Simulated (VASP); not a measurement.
Input:

```
CELL_PARAMETERS angstrom
      5.41659     0.00000     0.00000
      0.00000     5.41659     0.00000
      0.00000     0.00000     5.41659
ATOMIC_POSITIONS crystal
  Na 0.00000 0.00000 0.00000
  Sn 0.50000 0.50000 0.50000
  Br 0.00000 0.50000 0.50000
  Br 0.50000 0.50000 0.00000
  Br 0.50000 0.00000 0.50000
```

These are PBE GGA, VASP's PBE PAW potentials (set 64) (plane waves; VASP 6.6.1) values and carry that method's errors. Settings: 300 eV cut-off, 3×3×3 Γ-centred mesh, Gaussian smearing of 0.14 eV, potentials Na_pv Sn_d Br.

At this cut-off the stress carries a Pulay error, which pulls relaxed volumes low. Energy and stress use the plane-wave basis of the starting cell.

Problem. The ions, cell shape and volume are relaxed. Give the cell that the relaxation ends in.

Solution. 
```
CELL_PARAMETERS angstrom
      5.76243     0.00000     0.00000
      0.00000     5.76243     0.00000
      0.00000     0.00000     5.76243
ATOMIC_POSITIONS crystal
  Na 0.00000 0.00000 0.00000
  Sn 0.50000 0.50000 0.50000
  Br 0.00000 0.50000 0.50000
  Br 0.50000 0.50000 0.00000
  Br 0.50000 0.00000 0.50000
```
Space group Pm-3m (221), at a tolerance of 0.03 Å.

Problem. How do energy and volume change from the first to the last step?

Solution. The energy (σ→0) changes by -106.2 meV/atom and the volume by +20.4 %, in 4 ionic steps.

The structure was generated: NaSnBr3 was put into an ordered model structure, which need not be its known phase. This run relaxes it. Symmetry was kept, so distortions that lower it aren't found. The run is one of a series of settings (EDIFFG = -0.01, IBRION = 2, ISIF = 3, NSW = 50 against the base run), some of them coarse on purpose.
